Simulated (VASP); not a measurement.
A VASP calculation is set up with these files.

### POSCAR
```
BaTiO3
1
    3.8893934191    -0.0000000000     0.0000000000
    0.0000000000     3.8893934191     0.0000000000
   -0.0000000000    -0.0000000000     3.8893934191
Ba Ti O
1 1 3
Direct
  0.0000000000   0.0000000000   0.0000000000
  0.5000000000   0.5000000000   0.5000000000
  0.5000000000   0.0000000000   0.5000000000
  0.0000000000   0.5000000000   0.5000000000
  0.5000000000   0.5000000000   0.0000000000
```

File KPOINTS:
```
Regular mesh
0
gamma
  6 6 6
0 0 0
```

**INCAR**
```
! general
SYSTEM   =  BaTiO3
PREC     =  Accurate
ENCUT    =  620
LREAL    =  .FALSE.
LASPH    =  .TRUE.

! electronic loop
EDIFF    =  1E-6
NELM     =  100
ALGO     =  Normal
LMAXMIX  =  4

! smearing
ISMEAR   =  0
SIGMA    =  0.05

! ions
IBRION   =  2
NSW      =  40
ISIF     =  3
EDIFFG   =  -0.02
PSTRESS  =  100

! output
LWAVE    =  .FALSE.
LCHARG   =  .FALSE.
```

POTCAR, in this order: Ba_sv Ti_sv O (LDA.64 set). Program: vasp_std.

Translate this LDA calculation to Ansatz.

One equivalent input (not run):
Ansatz 0.2 input:
```yaml
crystal:
  lattice:
    - [3.8893934, 0.0000000, 0.0000000]
    - [0.0000000, 3.8893934, 0.0000000]
    - [0.0000000, 0.0000000, 3.8893934]
  atoms:
    - { symbol: Ba, position: [0.0000000, 0.0000000, 0.0000000] }
    - { symbol: Ti, position: [0.5000000, 0.5000000, 0.5000000] }
    - { symbol: O, position: [0.5000000, 0.0000000, 0.5000000] }
    - { symbol: O, position: [0.0000000, 0.5000000, 0.5000000] }
    - { symbol: O, position: [0.5000000, 0.5000000, 0.0000000] }
kpoints:
  mp_grid: { grid: [6, 6, 6] }
hamiltonian:
  xc: lda
  pseudopotentials: { kind: paw }
scf:
  occupations: { method: gaussian, width: 0.05 }
  max_iter: 100
relax:
  max_steps: 40
  f_tol: 0.02
  cell: { p_target: 10 }
output: { forces: true, stress: true, eigenvalues: true }
```
Limits of the translation: each code has its own PAW files, so the cut-off isn't converted (ENCUT is set for VASP's; basis.ecutwfc is left out, and Ansatz then takes the one that its files recommend); Ansatz stops its SCF on the density residual and VASP on the energy change (EDIFF); Ansatz's lda is the Perdew-Wang form, while the LDA potentials of VASP carry Perdew-Zunger's.

The compound is BaTiO3 in the cubic perovskite structure, the ideal cubic form; the compound distorts at low or room temperature. It was relaxed first under an external pressure of 10 GPa.
